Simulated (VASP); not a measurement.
VASP ran on this input.

POSCAR:
```
MgI2
1
    2.0640070650    -3.5749646849     0.0000000000
    2.0640070650     3.5749646849     0.0000000000
    0.0000000000     0.0000000000     6.9999352948
Mg I
1 2
Direct
  0.0000000000   0.0000000000   0.0000000000
  0.3333330000   0.6666670000   0.2382637304
  0.6666670000   0.3333330000   0.7617362696
```

INCAR:
```
SYSTEM = MgI2
PREC = Accurate; ENCUT = 500; LREAL = .FALSE.
LASPH = .TRUE.
EDIFF = 1E-6; NELM = 100; ALGO = Normal
LMAXMIX = 4
ISMEAR = 0; SIGMA = 0.05
GGA = PS
IBRION = 2; NSW = 40; ISIF = 3
EDIFFG = -0.02; PSTRESS = 50
LWAVE = .FALSE.; LCHARG = .FALSE.
```

### KPOINTS
```
K-points
0
Gamma
6 6 3
```

POTCAR, in this order: Mg I (PBE.64 set). Program: vasp_std.

Write an equivalent input for Quantum ESPRESSO's pw.x.

One equivalent input (not run):
```
&CONTROL
  calculation = 'vc-relax'
  pseudo_dir = './pseudo'
  outdir = './out'
  tprnfor = .true.
  tstress = .true.
  nstep = 40
  forc_conv_thr = 0.00078
/
&SYSTEM
  ibrav = 0
  nat = 3
  ntyp = 2
  ecutwfc = 84
  occupations = 'smearing'
  smearing = 'gaussian'
  degauss = 0.003675
  input_dft = 'pbesol'
/
&ELECTRONS
  conv_thr = 7.3e-08
  electron_maxstep = 100
/
&IONS
/
&CELL
  press = 50
/
ATOMIC_SPECIES
  Mg 24.305 Mg.upf
  I 126.904 I.upf
CELL_PARAMETERS angstrom
     2.0640071   -3.5749647    0.0000000
     2.0640071    3.5749647    0.0000000
     0.0000000    0.0000000    6.9999353
ATOMIC_POSITIONS crystal
  Mg   0.0000000  0.0000000  0.0000000
  I    0.3333330  0.6666670  0.2382637
  I    0.6666670  0.3333330  0.7617363
K_POINTS automatic
  6 6 3 0 0 0
```
What does not carry over: the potentials are each code's own (VASP's PAW set, PseudoDojo norm-conserving files in pw.x), so ENCUT and ecutwfc are chosen apart and not converted; conv_thr bounds pw.x's estimated SCF error, while EDIFF bounds the energy change between steps; forc_conv_thr acts on force components and is met together with etot_conv_thr.

The compound is MgI2 in the 1T layered structure. This run relaxes it under an external pressure of 5 GPa. Symmetry was kept, so distortions that lower it aren't found.
